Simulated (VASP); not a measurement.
## Si: transverse stress against strain

Si (diamond, Fd-3m, 19.715 Å³/atom and stress up to 0.01 GPa in the relaxed cell, cube axes along x, y and z) under an equal strain ε along x and y, with z held. LDA in VASP (plane waves, PAW), 480 eV, 10×10×10 Γ-centred mesh, Gaussian smearing 0.05 eV; ions are relaxed, or left where forces stay under 0.02 eV/Å, within the symmetry of each cell. Stress is positive for a compressed cell.

Here s stands for strain and y for stress zz.

| strain (%) | stress zz (GPa) |
|---|---|
| -3.00 | ? |
| -1.50 | 2.10 |
| -1.00 | 1.36 |
| -0.50 | 0.66 |
| 0.00 | -0.01 |
| 0.50 | -0.63 |
| 1.00 | -1.22 |
| 1.50 | -1.78 |

Fit y of the 7 rows that show it with a straight line. Means: s 0, y 0.069. About the means, the sum of products is -9.0450 and the sum of squares of s is 7.0000; the slope is their ratio. Least squares gives y = 0.069 - 1.2921·s. Residuals (row less fit): 0.093, -0.001, -0.055, -0.079, -0.053, 0.003, 0.089; standard error 0.076 (degrees of freedom: 5). The slope gives the elastic constant 2C12 = 129 ± 3 GPa (± standard error of the fit, which holds the terms cut off).

Question: What does the fit predict for y at s = -3.00, and how far is the calculated value from it?

Answer: y = 0.069 - 1.2921 × (-3.0) = 3.945 GPa. The calculation gives 4.60 GPa, 0.655 GPa above the prediction (10.3 % of the range of y in the table). The row lies outside the fitted rows, so this is an extrapolation. From the scatter of the fitted rows alone, a prediction at this place has a standard error of 0.118 GPa, so the miss is 5.6 times that.

A polynomial of degree 2 through the 12 other runs of the series gives 4.56 there, so most of the miss is curvature that the fit leaves out. Rows are the converged runs of the series near zero and its far end; series whose fitted rows scatter by over a few per cent of the range, as at a crossing or softening among them, aren't shown in this form, nor equations of state whose B0' disagrees with the runs' pressures. Most that stay on the fit to the last digits aren't either.
